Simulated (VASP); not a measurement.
## LiTiB4: relaxation of cell and atoms with rev-vdW-DF2

The system is LiTiB4.

```xyz
6
Lattice="3.0210 0.0000 0.0000 -1.5105 2.6162 0.0000 0.0000 0.0000 6.7608" Properties=species:S:1:pos:R:3 pbc="T T T"
Li    0.0000    0.0000    3.3804
Ti    0.0000    0.0000    0.0000
B     0.0000    1.7442    5.1879
B     1.5105    0.8721    5.1879
B     0.0000    1.7442    1.5730
B     1.5105    0.8721    1.5730
```

The cell was built by a generator and needn't be a form met in nature.

```yaml
Program: VASP 6.6.1
Task: relaxation of cell and atoms
Functional: rev-vdW-DF2
Potentials_or_basis: VASP PAW PBE potentials, release 64 (Li_sv, Ti_sv, B)
Cutoff: 600 eV
k_mesh: 7 × 7 × 3
Occupations: fermi-dirac, width 0.05 eV
Spin: no spin polarisation
Further_INCAR_settings: ALGO = Fast; EDIFF = 1e-06; IBRION = 2; EDIFFG = -0.01; NSW = 40; ISIF = 3
```

```yaml
Relaxed_volume: 8.78 Å³/atom
Relaxed_cell: a = 3.018 Å, b = 3.018 Å, c = 6.683 Å, α = 90.00°, β = 90.00°, γ = 120.00°
Space_group_after_relaxing_to_0.05_Å: P6/mmm (No. 191)
Energy_gained_by_relaxing: 0.7 meV/atom
Ionic_steps: 8
Pressure_after_relaxing: 0.1 GPa
Largest_force_after_relaxing: 0.003 eV/Å
Band_gap_on_the_k_mesh: none (metal or under the smearing width)
```

Forces on the atoms (eV/Å):
```
Li   0.000  0.000  0.000
Ti   0.000  0.000  0.000
B    0.000  0.000 -0.003
B    0.000  0.000 -0.003
B    0.000  0.000  0.003
B    0.000  0.000  0.003
```

Stress tensor (GPa, compression positive):
```
0.03 0.00 0.00
0.00 0.03 0.00
0.00 0.00 0.11
```

The path:
```tsv
step	energy change (eV)	largest force (eV/Å)	pressure (GPa)	volume (Å³)
1	0.0000	0.0071	-1.31	53.43
2	-0.0024	0.0529	0.36	52.87
3	-0.0024	0.0468	0.35	52.92
4	-0.0024	0.0436	0.24	52.96
5	-0.0033	0.0440	-0.04	52.93
6	-0.0034	0.0441	-0.17	52.92
7	-0.0039	0.0277	-0.08	52.83
8	-0.0041	0.0032	0.05	52.70
```

Final structure:
```
Li Ti B
1.0
     3.01756    0.00001    0.00000
    -1.50878    2.61329    0.00000
     0.00000    0.00000    6.68310
Li Ti B
1 1 4
Cartesian
  0.0000 0.0000 3.3416
  0.0000 0.0000 0.0000
  0.0000 1.7422 5.1175
  1.5088 0.8711 5.1175
  0.0000 1.7422 1.5656
  1.5088 0.8711 1.5656
```

Levels at points of the mesh, in eV from the Fermi level:
| k point | band 12 | band 13 | band 14 | band 15 | band 16 | band 17 |
| --- | --- | --- | --- | --- | --- | --- |
| (0.00, 0.00, 0.00) | 0.21 | 0.87 | 0.87 | 1.18 | 1.18 | 3.48 |

It took 14 min on 1 thread of Intel(R) Xeon(R) Platinum 8488C (Sapphire Rapids), with other jobs on the host, peak memory 0.4 GiB.

Caveat: the cutoff is under 1.25 times the usual one of these potentials, so pressure, stress and relaxed cells hold a basis-set (Pulay) error; the PAW data sets were made with another functional, which shifts forces and pressure a little.
